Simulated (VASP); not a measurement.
Runs of VASP 6.6.1 on KI (Potassium Iodide). The cell holds a molecule in a box, 2 atoms: a = 9.000 Å, b = 9.000 Å, c = 13.000 Å, α = 90.00°, β = 90.00°, γ = 90.00°. 

```tsv
task	level	potentials or basis	cell	grid for exact exchange (PRECFOCK)	screening parameter	gap on the mesh (eV)	largest force (eV/Å)
single point	HSE06+D4	VASP PAW PBE potentials, release 64 (K_sv, I)	as given	Normal	0.2 1/A	3.30	(c)
relaxation of the atoms	LDA	VASP PAW LDA potentials, release 64 (K_sv, I)	atoms relaxed	-	-	2.74	-
relaxation of the atoms	vdW-DF2	VASP PAW PBE potentials, release 64 (K_sv, I)	atoms relaxed	-	-	(b)	-
single point	r2SCAN+D4	VASP PAW PBE potentials, release 64 (K_sv, I)	as given	-	-	3.31	0.07
single point	TPSS+D4	VASP PAW PBE potentials, release 64 (K_sv, I)	as given	-	-	2.59	(a)
```

Alike in all rows: no spin polarisation; k mesh 1 × 1 × 1; cutoff (eV) 520; smearing gaussian 0.01 eV.

Estimate the missing entries.

(a) 0.06; (b) 2.02; (c) 0.01.

Caveats: spin-orbit coupling is left out, which moves the levels of the heavy elements; the PAW data sets were made with another functional, which shifts forces and pressure a little (some runs).

A k mesh can miss the band edges, and the runs leave out spin-orbit coupling on I.

Runs at the PBE level aren't shown here.
